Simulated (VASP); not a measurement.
Output of a VASP run:

**OSZICAR**
```
...
RMM:   4    -0.333032526229E+03   -0.35549E-04   -0.29113E-04   772   0.486E-02    0.491E-02
RMM:   5    -0.333032509276E+03    0.16953E-04   -0.75123E-05   503   0.266E-02    0.185E-02
RMM:   6    -0.333032509683E+03   -0.40689E-06   -0.20422E-05   453   0.102E-02
   5 F= -.33303251E+03 E0= -.33303251E+03  d E =-.179980E-01  mag=     0.0000
       N       E                     dE             d eps       ncg     rms          rms(c)
DAV:   1    -0.333037751448E+03   -0.52422E-02   -0.99272E-02   728   0.612E-01    0.148E-01
RMM:   2    -0.333038314228E+03   -0.56278E-03   -0.55604E-03   676   0.217E-01    0.169E-01
RMM:   3    -0.333038244851E+03    0.69377E-04   -0.20500E-03   699   0.137E-01    0.103E-01
RMM:   4    -0.333038176008E+03    0.68843E-04   -0.40408E-04   696   0.613E-02    0.354E-02
RMM:   5    -0.333038179223E+03   -0.32152E-05   -0.13329E-04   642   0.279E-02    0.122E-02
RMM:   6    -0.333038181828E+03   -0.26051E-05   -0.27664E-05   460   0.152E-02
   6 F= -.33303818E+03 E0= -.33303818E+03  d E =-.567215E-02  mag=     0.0000
       N       E                     dE             d eps       ncg     rms          rms(c)
DAV:   1    -0.333039859210E+03   -0.16800E-02   -0.11382E-01   728   0.656E-01    0.158E-01
RMM:   2    -0.333040496399E+03   -0.63719E-03   -0.62738E-03   676   0.227E-01    0.178E-01
RMM:   3    -0.333040436118E+03    0.60281E-04   -0.23736E-03   700   0.146E-01    0.114E-01
RMM:   4    -0.333040348524E+03    0.87594E-04   -0.45702E-04   703   0.660E-02    0.375E-02
RMM:   5    -0.333040352839E+03   -0.43148E-05   -0.15452E-04   651   0.292E-02    0.129E-02
RMM:   6    -0.333040355840E+03   -0.30006E-05   -0.31528E-05   473   0.159E-02
   7 F= -.33304036E+03 E0= -.33304036E+03  d E =-.784616E-02  mag=    -0.0000
       N       E                     dE             d eps       ncg     rms          rms(c)
DAV:   1    -0.333042101791E+03   -0.17490E-02   -0.59941E-02   728   0.469E-01    0.114E-01
RMM:   2    -0.333042323794E+03   -0.22200E-03   -0.27914E-03   676   0.133E-01    0.567E-02
RMM:   3    -0.333042463621E+03   -0.13983E-03   -0.99296E-04   680   0.915E-02    0.115E-01
RMM:   4    -0.333042353415E+03    0.11021E-03   -0.37460E-04   701   0.612E-02    0.217E-02
RMM:   5    -0.333042357915E+03   -0.44996E-05   -0.76993E-05   554   0.194E-02
   8 F= -.33304236E+03 E0= -.33304236E+03  d E =-.200207E-02  mag=    -0.0000
       N       E                     dE             d eps       ncg     rms          rms(c)
DAV:   1    -0.333042470941E+03   -0.11753E-03   -0.66280E-03   792   0.155E-01    0.396E-02
RMM:   2    -0.333042494266E+03   -0.23325E-04   -0.30818E-04   676   0.453E-02    0.179E-02
RMM:   3    -0.333042504279E+03   -0.10013E-04   -0.90486E-05   670   0.271E-02    0.278E-02
RMM:   4    -0.333042499152E+03    0.51269E-05   -0.33639E-05   450   0.186E-02
   9 F= -.33304250E+03 E0= -.33304250E+03  d E =-.214331E-02  mag=     0.0000
       N       E                     dE             d eps       ncg     rms          rms(c)
DAV:   1    -0.333043037481E+03   -0.53320E-03   -0.29449E-02   728   0.330E-01    0.740E-02
RMM:   2    -0.333043139320E+03   -0.10184E-03   -0.11229E-03   676   0.891E-02    0.538E-02
RMM:   3    -0.333043187150E+03   -0.47830E-04   -0.46565E-04   684   0.641E-02    0.733E-02
RMM:   4    -0.333043140615E+03    0.46536E-04   -0.14893E-04   622   0.385E-02    0.143E-02
RMM:   5    -0.333043142979E+03   -0.23647E-05   -0.40420E-05   480   0.143E-02
  10 F= -.33304314E+03 E0= -.33304314E+03  d E =-.643827E-03  mag=     0.0000
```

OUTCAR:
```
------------------------ aborting loop because EDIFF is reached ----------------------------------------
  FORCE on cell =-STRESS in cart. coord.  units (eV):
  Direction    XX          YY          ZZ          XY          YZ          ZX
  --------------------------------------------------------------------------------------
  Total       23.9754507     23.9799620     23.9614192     -0.0135280      0.1760905      0.4166316
  in kB       29.3612017     29.3667265     29.3440182     -0.0165669      0.2156467      0.5102221
  external PRESSURE =      29.3573155 kB  Pullay stress =       0.0000000 kB
  volume of cell :     1308.29
      direct lattice vectors                 reciprocal lattice vectors
    10.937074700  0.000000000  0.000000000     0.091432127  0.000000000  0.000000000
     0.000000000 10.937074700  0.000000000     0.000000000  0.091432127  0.000000000
     0.000000000  0.000000000 10.937074700     0.000000000  0.000000000  0.091432127
 POSITION                                       TOTAL-FORCE (eV/Angst)
 -----------------------------------------------------------------------------------
      5.46220     10.92705     10.92903         0.001424     -0.005218     -0.001985
      6.84507      1.35935      1.35991        -0.004128     -0.001037      0.009680
      8.21644      2.73980     10.92942        -0.000887      0.002530     -0.003339
      9.56946      4.10086      1.37338        -0.001966     -0.002895     -0.000717
      8.21355     10.92590      2.74097        -0.001360     -0.007504      0.001464
      9.56905      1.36940      4.10185         0.001422     -0.003216      0.001726
     10.93323     10.93596     10.93411        -0.001884     -0.007394      0.006950
      1.37000      1.37169      1.37172        -0.001047     -0.000198      0.006472
      2.74638      2.74583     10.93342        -0.002553      0.000260     -0.004940
      4.09741      4.09964      1.38150         0.003902     -0.002693     -0.006423
      5.45496      5.45325     10.93551        -0.004319     -0.003695     -0.004424
      6.82868      6.82813      1.37395         0.000430      0.003628      0.002574
      8.20104      8.20160      0.00068         0.008585      0.005446      0.000360
      9.56705      9.56911      1.37052         0.005685      0.006381      0.000918
      2.74050     10.92410      2.74400         0.004102     -0.002588      0.003492
      4.09915      1.36035      4.10223         0.006961      0.012949     -0.001724
      5.47580      2.71654      2.73074        -0.004807      0.000449     -0.012175
      6.82477      4.10068      4.10851        -0.000229      0.002729      0.006399
      8.20516      5.45310      2.74866         0.001212     -0.001747      0.001780
      9.56841      6.82820      4.10155        -0.000957      0.009099      0.002682
      5.45778     10.92273      5.45923        -0.004387      0.001273     -0.000000
      6.82789      1.37284      6.82911         0.000840      0.000683      0.008682
      8.21087      2.74641      5.45879        -0.008432      0.001271     -0.003186
      9.56953      4.10046      6.83702        -0.002731      0.006287      0.005345
      8.20054      0.00027      8.20155         0.001741     -0.005616      0.007804
      9.56609      1.37071      9.56821         0.013392     -0.002408      0.006152
     10.92350      5.46276     10.92889        -0.002839      0.006185     -0.002899
      1.35342      6.84980      1.35583         0.004033      0.004588      0.003306
      2.74032      8.21419     10.92510        -0.000703     -0.000474     -0.003328
      4.10075      9.56780      1.36950         0.003409      0.003314      0.001018
     10.93053      2.74581      2.74828        -0.004874     -0.003998      0.003257
      1.37421      4.09977      4.10436         0.001240      0.001343     -0.002123
      2.71346      5.48409      2.72104        -0.002173     -0.001977      0.000037
      4.10122      6.82634      4.10498        -0.005788      0.004219     -0.008242
      5.45588      8.20783      2.74729        -0.008265     -0.004756      0.011208
      6.83563      9.56682      4.10139        -0.002920      0.000896      0.005083
     10.92640     10.92874      5.46344         0.003925     -0.004803      0.002258
      1.36036      1.36033      6.84562         0.005603      0.009963     -0.002163
      2.73331      2.72340      5.47867        -0.012147      0.006201     -0.009081
      4.10482      4.10377      6.83656         0.000430     -0.001568     -0.007648
      5.48680      5.48901      5.49460         0.008194     -0.007643      0.001899
      6.85151      6.85334      6.85292        -0.002303     -0.006911     -0.001007
      8.21926      8.21493      5.46303        -0.003275     -0.000515     -0.001128
      9.57091      9.57215      6.83305         0.003843      0.000137     -0.003187
      2.73982     10.92566      8.21626         0.002508     -0.000462     -0.003829
      4.10055      1.36893      9.57246         0.003490     -0.002832     -0.000672
      5.45906      2.74602      8.21582        -0.008469     -0.000713     -0.007607
      6.83510      4.10044      9.57640         0.001956      0.006114     -0.007697
      8.21459      5.46257      8.21860         0.004315     -0.002084      0.006236
      9.57067      6.83341      9.57132        -0.006029     -0.003399     -0.001737
     10.92087      8.21305      2.74108        -0.000478      0.003181      0.004645
      1.36512      9.56709      4.10213         0.005041      0.003735      0.007781
     10.92963      5.45507      5.45972        -0.003529     -0.006598     -0.002559
      1.37212      6.83004      6.83069         0.003375     -0.004198      0.001992
      2.74539      8.20943      5.45742         0.003986     -0.002187     -0.002860
      4.10062      9.56694      6.83795        -0.000874      0.001111     -0.003941
...
```
(Selected blocks of OUTCAR.)

POSCAR:
```
NiSi64
1
   10.9370747004     0.0000000000     0.0000000000
    0.0000000000    10.9370747004     0.0000000000
   -0.0000000000    -0.0000000000    10.9370747004
Si Ni
64 1
Direct
  0.5000000000   0.0000000000   0.0000000000
  0.6250000000   0.1250000000   0.1250000000
  0.7500000000   0.2500000000   0.0000000000
  0.8750000000   0.3750000000   0.1250000000
  0.7500000000   0.0000000000   0.2500000000
  0.8750000000   0.1250000000   0.3750000000
  0.0000000000   0.0000000000   0.0000000000
  0.1250000000   0.1250000000   0.1250000000
  0.2500000000   0.2500000000   0.0000000000
  0.3739660000   0.3734850000   0.1251220000
  0.5000000000   0.5000000000   0.0000000000
  0.6250000000   0.6250000000   0.1250000000
  0.7500000000   0.7500000000   0.0000000000
  0.8750000000   0.8750000000   0.1250000000
  0.2500000000   0.0000000000   0.2500000000
  0.3710950000   0.1206910000   0.3718000000
  0.4977640000   0.2460350000   0.2539330000
  0.6254290000   0.3793020000   0.3786580000
  0.7500000000   0.5000000000   0.2500000000
  0.8750000000   0.6250000000   0.3750000000
  0.5000000000   0.0000000000   0.5000000000
  0.6250000000   0.1250000000   0.6250000000
  0.7500000000   0.2500000000   0.5000000000
  0.8750000000   0.3750000000   0.6250000000
  0.7500000000   0.0000000000   0.7500000000
  0.8750000000   0.1250000000   0.8750000000
  0.0000000000   0.5000000000   0.0000000000
  0.1250000000   0.6250000000   0.1250000000
  0.2500000000   0.7500000000   0.0000000000
  0.3750000000   0.8750000000   0.1250000000
  0.0000000000   0.2500000000   0.2500000000
  0.1260830000   0.3728400000   0.3766090000
  0.2471390000   0.5020650000   0.2510820000
  0.3759740000   0.6267570000   0.3753710000
  0.5000000000   0.7500000000   0.2500000000
  0.6250000000   0.8750000000   0.3750000000
  0.0000000000   0.0000000000   0.5000000000
  0.1250000000   0.1250000000   0.6250000000
  0.2536560000   0.2492650000   0.5004800000
  0.3761170000   0.3793120000   0.6265250000
  0.4995110000   0.4974630000   0.5035510000
  0.6250000000   0.6250000000   0.6250000000
  0.7500000000   0.7500000000   0.5000000000
  0.8750000000   0.8750000000   0.6250000000
  0.2500000000   0.0000000000   0.7500000000
  0.3750000000   0.1250000000   0.8750000000
  0.5000000000   0.2500000000   0.7500000000
  0.6250000000   0.3750000000   0.8750000000
  0.7500000000   0.5000000000   0.7500000000
  0.8750000000   0.6250000000   0.8750000000
  0.0000000000   0.7500000000   0.2500000000
  0.1250000000   0.8750000000   0.3750000000
  0.0000000000   0.5000000000   0.5000000000
  0.1250000000   0.6250000000   0.6250000000
  0.2500000000   0.7500000000   0.5000000000
  0.3750000000   0.8750000000   0.6250000000
  0.0000000000   0.2500000000   0.7500000000
  0.1250000000   0.3750000000   0.8750000000
  0.2500000000   0.5000000000   0.7500000000
  0.3750000000   0.6250000000   0.8750000000
  0.5000000000   0.7500000000   0.7500000000
  0.6250000000   0.8750000000   0.8750000000
  0.0000000000   0.7500000000   0.7500000000
  0.1250000000   0.8750000000   0.8750000000
  0.3761270000   0.3775520000   0.3754030000
```

**Question.** Write an INCAR and KPOINTS that could have produced this output.

**Answer.** One answer among several that fit: the input of the run itself, PBE GGA, plane waves, VASP's PBE PAW potentials (set 64).

### INCAR
```
ALGO = Fast
EDIFF = 1E-5
EDIFFG = -0.03
ENCUT = 400
GGA = PE
IBRION = 2
ISIF = 2
ISMEAR = 0
ISPIN = 2
ISYM = 0
LASPH = .TRUE.
LCHARG = .FALSE.
LMAXMIX = 4
LORBIT = 10
LREAL = Auto
LWAVE = .FALSE.
MAGMOM = 0.0 0.0 0.0 0.0 0.0 0.0 0.0 0.0 0.0 0.0 0.0 0.0 0.0 0.0 0.0 0.0 0.0 0.0 0.0 0.0 0.0 0.0 0.0 0.0 0.0 0.0 0.0 0.0 0.0 0.0 0.0 0.0 0.0 0.0 0.0 0.0 0.0 0.0 0.0 0.0 0.0 0.0 0.0 0.0 0.0 0.0 0.0 0.0 0.0 0.0 0.0 0.0 0.0 0.0 0.0 0.0 0.0 0.0 0.0 0.0 0.0 0.0 0.0 0.0 3.0
NELECT = 268.0
NELM = 100
NELMIN = 4
NSW = 60
PREC = Normal
SIGMA = 0.05
SYSTEM = NiSi64
```

**KPOINTS**
```
Automatic mesh
0
Gamma
1 1 1
0 0 0
```

POTCAR, in this order: Si Ni (PBE.64 set). Program: vasp_gam.

The cell is charged, with a uniform compensating background. The supercell is sampled at Γ alone, which is coarse: total energies, pressure and levels can be off, energies of defects by several tenths of an eV.

The cell is a supercell with a defect, built from Si (diamond): Ni_i, charge -2.
